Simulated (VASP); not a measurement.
```
BaF2
1.0
    0.00000     3.18369     3.18369
    3.18369     0.00000     3.18369
    3.18369     3.18369     0.00000
Ba F
1 2
Cartesian
  0.00000   0.00000   0.00000
  1.59185   1.59185   1.59185
  4.77554   4.77554   4.77554
```

Level of theory: revPBE GGA, VASP's PBE PAW potentials (set 64) (plane waves; VASP). Numerical set-up: 520 eV cut-off, 6×6×6 Γ-centred mesh, Gaussian smearing of 0.050 eV, potentials Ba_sv F.

### Question
Estimate the energy per atom (σ→0).

### Answer

The energy per atom (σ→0) is -5.472 eV/atom.

Total energies compare only between runs with the same potentials, cut-off and functional.

The compound is BaF2 in the fluorite structure. It was relaxed first, which changed the volume by +8 %. The start is the result of an earlier pass.
